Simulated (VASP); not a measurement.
OSZICAR of a VASP run on PtSe2 (1T layered):

File OSZICAR:
```
       N       E                     dE             d eps       ncg     rms          rms(c)
DAV:   1     0.934317802687E+02    0.93432E+02   -0.89161E+03  1948   0.104E+03
DAV:   2    -0.139623278599E+02   -0.10739E+03   -0.10520E+03  2400   0.215E+02
DAV:   3    -0.178722164905E+02   -0.39099E+01   -0.38914E+01  2238   0.432E+01
DAV:   4    -0.179010735723E+02   -0.28857E-01   -0.28846E-01  2308   0.402E+00
DAV:   5    -0.179013703138E+02   -0.29674E-03   -0.29674E-03  2259   0.390E-01    0.134E+01
DAV:   6    -0.173197251668E+02    0.58165E+00   -0.49776E+00  1895   0.217E+01    0.807E+00
DAV:   7    -0.171196301952E+02    0.20009E+00   -0.93714E-01  1888   0.104E+01    0.394E+00
DAV:   8    -0.170884294466E+02    0.31201E-01   -0.68494E-02  2000   0.199E+00    0.844E-01
DAV:   9    -0.170849681851E+02    0.34613E-02   -0.86944E-03  2077   0.957E-01    0.207E-01
DAV:  10    -0.170849901207E+02   -0.21936E-04   -0.11147E-03  2133   0.272E-01    0.444E-02
DAV:  11    -0.170849808242E+02    0.92965E-05   -0.94138E-05  2147   0.101E-01    0.200E-02
DAV:  12    -0.170849779613E+02    0.28629E-05   -0.12073E-05  2021   0.345E-02    0.279E-03
DAV:  13    -0.170849779948E+02   -0.33483E-07   -0.74118E-07  1063   0.663E-03
   1 F= -.17084978E+02 E0= -.17084825E+02  d E =-.170850E+02
       N       E                     dE             d eps       ncg     rms          rms(c)
DAV:   1    -0.170888246532E+02   -0.38467E-02   -0.14687E-01  1860   0.265E+00    0.214E-01
DAV:   2    -0.170881077764E+02    0.71688E-03   -0.68705E-03  2273   0.628E-01    0.101E-01
DAV:   3    -0.170878997029E+02    0.20807E-03   -0.49789E-04  2045   0.166E-01    0.511E-02
DAV:   4    -0.170878550130E+02    0.44690E-04   -0.18431E-04  2189   0.123E-01    0.288E-02
DAV:   5    -0.170878524647E+02    0.25483E-05   -0.10073E-05  2140   0.273E-02    0.140E-02
DAV:   6    -0.170878524386E+02    0.26110E-07   -0.15179E-06  1196   0.936E-03
   2 F= -.17087852E+02 E0= -.17087779E+02  d E =-.287444E-02
       N       E                     dE             d eps       ncg     rms          rms(c)
DAV:   1    -0.170902242729E+02   -0.23718E-02   -0.18556E-01  1860   0.298E+00    0.238E-01
DAV:   2    -0.170893239410E+02    0.90033E-03   -0.86666E-03  2280   0.701E-01    0.114E-01
DAV:   3    -0.170890636124E+02    0.26033E-03   -0.62141E-04  2066   0.182E-01    0.553E-02
DAV:   4    -0.170890115578E+02    0.52055E-04   -0.21833E-04  2168   0.133E-01    0.319E-02
DAV:   5    -0.170890085757E+02    0.29821E-05   -0.12200E-05  2133   0.304E-02    0.154E-02
DAV:   6    -0.170890085711E+02    0.45441E-08   -0.18603E-06  1294   0.103E-02
   3 F= -.17089009E+02 E0= -.17089045E+02  d E =-.403058E-02
       N       E                     dE             d eps       ncg     rms          rms(c)
DAV:   1    -0.170991492522E+02   -0.10141E-01   -0.20660E-01  1874   0.406E+00    0.628E-01
DAV:   2    -0.170911631817E+02    0.79861E-02   -0.45169E-02  1930   0.230E+00    0.359E-01
DAV:   3    -0.170893728024E+02    0.17904E-02   -0.41351E-03  2021   0.713E-01    0.127E-01
DAV:   4    -0.170890430057E+02    0.32980E-03   -0.20985E-03  1944   0.259E-01    0.490E-02
DAV:   5    -0.170890342655E+02    0.87402E-05   -0.61889E-05  2084   0.749E-02    0.375E-02
DAV:   6    -0.170890364375E+02   -0.21720E-05   -0.13996E-05  2154   0.297E-02    0.381E-03
DAV:   7    -0.170890363184E+02    0.11917E-06   -0.64284E-07  1056   0.685E-03
   4 F= -.17089036E+02 E0= -.17089108E+02  d E =-.277473E-04
       N       E                     dE             d eps       ncg     rms          rms(c)
DAV:   1    -0.170917214180E+02   -0.26850E-02   -0.49247E-02  1874   0.198E+00    0.307E-01
DAV:   2    -0.170898291846E+02    0.18922E-02   -0.10967E-02  1916   0.114E+00    0.185E-01
DAV:   3    -0.170893786757E+02    0.45051E-03   -0.10339E-03  2035   0.357E-01    0.674E-02
DAV:   4    -0.170892985589E+02    0.80117E-04   -0.52692E-04  1916   0.128E-01    0.243E-02
DAV:   5    -0.170892959143E+02    0.26446E-05   -0.19747E-05  2028   0.416E-02    0.187E-02
DAV:   6    -0.170892962733E+02   -0.35904E-06   -0.40289E-06  2048   0.173E-02
   5 F= -.17089296E+02 E0= -.17089350E+02  d E =-.287702E-03
       N       E                     dE             d eps       ncg     rms          rms(c)
DAV:   1    -0.170915362507E+02   -0.22403E-02   -0.11435E-01  1867   0.242E+00    0.269E-01
DAV:   2    -0.170902172034E+02    0.13190E-02   -0.91717E-03  1923   0.953E-01    0.136E-01
DAV:   3    -0.170899037158E+02    0.31349E-03   -0.70385E-04  2189   0.286E-01    0.558E-02
DAV:   4    -0.170898169701E+02    0.86746E-04   -0.45287E-04  1979   0.135E-01    0.229E-02
DAV:   5    -0.170898161438E+02    0.82635E-06   -0.25363E-05  2014   0.378E-02    0.122E-02
DAV:   6    -0.170898157358E+02    0.40797E-06   -0.27444E-06  1744   0.167E-02
   6 F= -.17089816E+02 E0= -.17089890E+02  d E =-.519462E-03
       N       E                     dE             d eps       ncg     rms          rms(c)
DAV:   1    -0.170929936556E+02   -0.31775E-02   -0.19418E-01  1860   0.315E+00    0.349E-01
DAV:   2    -0.170907555972E+02    0.22381E-02   -0.15449E-02  1923   0.123E+00    0.174E-01
DAV:   3    -0.170902368338E+02    0.51876E-03   -0.11592E-03  2203   0.364E-01    0.725E-02
DAV:   4    -0.170900915802E+02    0.14525E-03   -0.75381E-04  1972   0.174E-01    0.295E-02
DAV:   5    -0.170900902081E+02    0.13721E-05   -0.42195E-05  2028   0.486E-02    0.158E-02
DAV:   6    -0.170900895855E+02    0.62268E-06   -0.45954E-06  2154   0.212E-02
   7 F= -.17090090E+02 E0= -.17090188E+02  d E =-.793312E-03
```

Task: Which electronic solver shows in the log?

Result: It is blocked Davidson (ALGO = Normal, or the opening steps of other solvers). The INCAR had ALGO = Normal.

Task: Can the final energy be trusted as converged?

Result: Self-consistency was reached. It stopped with EDIFF = 1E-6, NELM = 100, NSW = 60 and EDIFFG = -0.02 after 7 ionic steps (LDA (Ceperley-Alder, Perdew-Zunger), plane waves, VASP's LDA PAW potentials (set 64)).

The compound is PtSe2 in the 1T layered structure. This run relaxes it. Symmetry was kept, so distortions that lower it aren't found. The start is the result of an earlier pass.
